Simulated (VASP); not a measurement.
**Si: elastic constants with r2SCAN**

Crystal: Si.

```xyz
2
Lattice="0.0000 2.7185 2.7185 2.7185 0.0000 2.7185 2.7185 2.7185 0.0000" Properties=species:S:1:pos:R:3 pbc="T T T"
Si    2.7185    2.7185    2.7185
Si    4.0777    4.0777    4.0777
```

```json
{
 "Program": "VASP 6.6.1",
 "Task": "elastic constants",
 "Functional": "r2SCAN",
 "Potentials or basis": "VASP PAW PBE potentials, release 64 (Si)",
 "Cutoff": "600 eV",
 "k mesh": "14 × 14 × 14",
 "Occupations": "gaussian, width 0.1 eV",
 "Spin": "no spin polarisation",
 "Ions in elastic constants": "relaxed",
 "Further INCAR settings": "ALGO = Normal; EDIFF = 1e-08; IBRION = 6; POTIM = 0.015; NSW = 1; ISIF = 3"
}
```

```json
{
  "Relaxed volume": "20.12 Å³/atom",
  "Relaxed cell": "a = 3.846 Å, b = 3.846 Å, c = 3.846 Å, α = 60.00°, β = 60.00°, γ = 60.00°",
  "Space group after relaxing (to 0.05 Å)": "Fd-3m (No. 227)",
  "Elastic constants C11, C12, C44": "169, 62, 83 GPa",
  "Voigt bulk modulus": "97 GPa",
  "Highest phonon frequency at Γ": "519 cm⁻¹"
}
```

Final structure:
```xyz
2
Lattice="0.0000 2.7199 2.7199 2.7199 0.0000 2.7199 2.7199 2.7199 0.0000" Properties=species:S:1:pos:R:3 pbc="T T T"
Si    2.7199    2.7199    2.7199
Si    4.0798    4.0798    4.0798
```

Phonon frequencies in cm⁻¹ (negative: imaginary):
```tsv
q point	frequencies
(0.000, 0.000, 0.000)	0 0 0 519 519 519
```

Elastic tensor in Voigt notation (GPa, in the Cartesian axes of the cell as first typed):
```
169  62  62   0   0   0
 62 169  62   0   0   0
 62  62 169   0   0   0
  0   0   0  83   0   0
  0   0   0   0  83   0
  0   0   0   0   0  83
```

Clamped-ion elastic tensor (GPa):
```
169  62  62   0   0   0
 62 169  62   0   0   0
 62  62 169   0   0   0
  0   0   0 108   0   0
  0   0   0   0 108   0
  0   0   0   0   0 108
```

It took 110 min on 1 thread of AMD EPYC 9R45 96-Core Processor (Zen 5), on a shared host, peak memory 0.5 GiB.

Caveat: the PAW data sets were made with another functional, which shifts forces and pressure a little.
